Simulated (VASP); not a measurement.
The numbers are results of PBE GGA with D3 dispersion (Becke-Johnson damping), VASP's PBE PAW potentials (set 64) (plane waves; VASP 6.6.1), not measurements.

The input files of a VASP run:

POSCAR:
```
Ti
1
    1.4120214529    -2.4456929516     0.0000000000
    1.4120214529     2.4456929516     0.0000000000
    0.0000000000     0.0000000000     4.4817621866
Ti
2
Direct
  0.3333330000   0.6666670000   0.2500000000
  0.6666670000   0.3333330000   0.7500000000
```

### KPOINTS
```
Automatic mesh
0
G
  14 14 8
```

### INCAR
```
! general
SYSTEM   =  Ti
PREC     =  Accurate
ENCUT    =  520   ! plane-wave cut-off (eV)
LREAL    =  .FALSE.
LASPH    =  .TRUE.   ! aspherical one-centre terms

! electronic loop
EDIFF    =  1E-7   ! SCF stop (eV)
NELM     =  100   ! most electronic steps
ALGO     =  Normal   ! blocked Davidson
LMAXMIX  =  4   ! l cut-off of mixed one-centre charges

! smearing
ISMEAR   =  1   ! Methfessel-Paxton
SIGMA    =  0.1   ! width (eV)

! functional
GGA      =  PE   ! PBE
IVDW     =  12

! ions
IBRION   =  2   ! conjugate gradients
NSW      =  30   ! most ionic steps
ISIF     =  4
EDIFFG   =  -0.01   ! ionic stop

! output
LWAVE    =  .FALSE.
LCHARG   =  .FALSE.
```

POTCAR, in this order: Ti_sv (PBE.64 set). Program: vasp_std.

Output of the run:

File OSZICAR:
```
       N       E                     dE             d eps       ncg     rms          rms(c)
DAV:   1     0.247288423741E+03    0.24729E+03   -0.13692E+04  3840   0.193E+03
DAV:   2     0.120558031790E+02   -0.23523E+03   -0.23393E+03  3864   0.496E+02
DAV:   3    -0.160981607061E+02   -0.28154E+02   -0.27787E+02  7584   0.138E+02
DAV:   4    -0.171341231799E+02   -0.10360E+01   -0.10359E+01  3936   0.288E+01
DAV:   5    -0.171874910183E+02   -0.53368E-01   -0.53368E-01  6232   0.447E+00    0.134E+01
DAV:   6    -0.154808346499E+02    0.17067E+01   -0.60336E+00  4528   0.302E+01    0.382E+00
DAV:   7    -0.154739949443E+02    0.68397E-02   -0.83526E-01  5784   0.838E+00    0.214E+00
DAV:   8    -0.155142562383E+02   -0.40261E-01   -0.25857E-01  4432   0.660E+00    0.783E-01
DAV:   9    -0.155045504669E+02    0.97058E-02   -0.53769E-02  4536   0.288E+00    0.857E-02
DAV:  10    -0.155049019321E+02   -0.35147E-03   -0.32311E-03  5704   0.483E-01    0.833E-02
DAV:  11    -0.155048892904E+02    0.12642E-04   -0.23661E-04  5232   0.155E-01    0.273E-02
DAV:  12    -0.155048798994E+02    0.93910E-05   -0.25149E-05  5016   0.520E-02    0.259E-03
DAV:  13    -0.155048805150E+02   -0.61563E-06   -0.11914E-06  4808   0.901E-03    0.151E-03
DAV:  14    -0.155048817077E+02   -0.11927E-05   -0.30044E-07  4464   0.472E-03    0.668E-04
DAV:  15    -0.155048816120E+02    0.95752E-07   -0.31230E-08  2352   0.158E-03
   1 F= -.16861959E+02 E0= -.16862546E+02  d E =-.168620E+02
```

**OUTCAR**
```
------------------------ aborting loop because EDIFF is reached ----------------------------------------
 Edisp (eV)   -1.35708
  FORCE on cell =-STRESS in cart. coord.  units (eV):
  Direction    XX          YY          ZZ          XY          YZ          ZX
  --------------------------------------------------------------------------------------
  Total       1.59928     1.59928     1.58258     0.00000     0.00000     0.00000
  in kB      82.77748    82.77748    81.91315     0.00000     0.00000     0.00000
  external pressure =       82.49 kB  Pullay stress =        0.00 kB
  volume of cell :       30.95
      direct lattice vectors                 reciprocal lattice vectors
     1.412021453 -2.445692952  0.000000000     0.354102269 -0.204441036  0.000000000
     1.412021453  2.445692952  0.000000000     0.354102269  0.204441036  0.000000000
     0.000000000  0.000000000  4.481762187     0.000000000  0.000000000  0.223126520
 POSITION                                       TOTAL-FORCE (eV/Angst)
 -----------------------------------------------------------------------------------
      1.41202      0.81523      1.12044        -0.000000     -0.000000      0.000000
      1.41202     -0.81523      3.36132         0.000000      0.000000      0.000000
 -----------------------------------------------------------------------------------
    total drift:                                0.000159      0.001042     -0.000018
  FREE ENERGIE OF THE ION-ELECTRON SYSTEM (eV)
  ---------------------------------------------------
  free  energy   TOTEN  =       -16.8619590685 eV

  energy  without entropy=      -16.8637191694  energy(sigma->0) =      -16.86254577

 reached required accuracy - stopping structural energy minimisation
```
(Selected blocks of OUTCAR.)

The compound is Ti in the hcp structure. This cell is one point of a volume scan, at 0.94 of the reference volume.
